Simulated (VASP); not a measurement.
Data:

```
CdHg2
1.0
   -1.97077     1.97077     4.33107
    1.97077    -1.97077     4.33107
    1.97077     1.97077    -4.33107
Cd Hg
1 2
Direct
  0.00000   0.00000   0.00000
  0.33301   0.33301   0.00000
  0.66699   0.66699   0.00000
```

Calculation: PBEsol GGA, VASP's PBE PAW potentials (set 64) (plane waves; VASP). Settings: 400 eV cut-off, Gaussian smearing of 0.050 eV, potentials Cd Hg.

### Question
Give the energies of bands 11 to 21 at the high-symmetry points, in eV from the Fermi level.

### Answer

```json
[
 {"band": "11", "Γ": "-7.25", "X": "-7.19", "P": "-6.84", "N": "-6.93", "M": "-7.46", "S": "-7.04", "R": "-7.16"},
 {"band": "12", "Γ": "-7.23", "X": "-6.75", "P": "-6.84", "N": "-6.74", "M": "-6.65", "S": "-6.63", "R": "-6.89"},
 {"band": "13", "Γ": "-6.98", "X": "-6.69", "P": "-6.76", "N": "-6.45", "M": "-6.39", "S": "-6.58", "R": "-6.69"},
 {"band": "14", "Γ": "-6.98", "X": "-6.59", "P": "-6.69", "N": "-6.31", "M": "-6.39", "S": "-6.32", "R": "-6.53"},
 {"band": "15", "Γ": "-6.65", "X": "-6.36", "P": "-6.43", "N": "-6.25", "M": "-6.35", "S": "-6.32", "R": "-6.35"},
 {"band": "16", "Γ": "-6.34", "X": "-3.11", "P": "-3.13", "N": "-5.28", "M": "-6.25", "S": "-5.04", "R": "-3.26"},
 {"band": "17", "Γ": "0.62", "X": "-2.62", "P": "-2.10", "N": "-5.24", "M": "-5.90", "S": "-4.93", "R": "-2.98"},
 {"band": "18", "Γ": "1.11", "X": "-1.75", "P": "-1.53", "N": "-1.18", "M": "1.36", "S": "-4.15", "R": "-2.25"},
 {"band": "19", "Γ": "3.72", "X": "-0.84", "P": "-1.53", "N": "0.35", "M": "1.36", "S": "4.10", "R": "-1.81"},
 {"band": "20", "Γ": "4.02", "X": "0.67", "P": "1.06", "N": "5.87", "M": "2.04", "S": "4.84", "R": "2.24"},
 {"band": "21", "Γ": "4.65", "X": "1.08", "P": "1.85", "N": "6.19", "M": "7.37", "S": "5.01", "R": "2.60"}
]
```

It has no gap at this level: it comes out as a metal or semimetal.

The structure comes from a computed database's CdHg2 entry (I4/mmm); how it stands against other phases isn't given here. It was relaxed first, which changed the volume by -11 %.
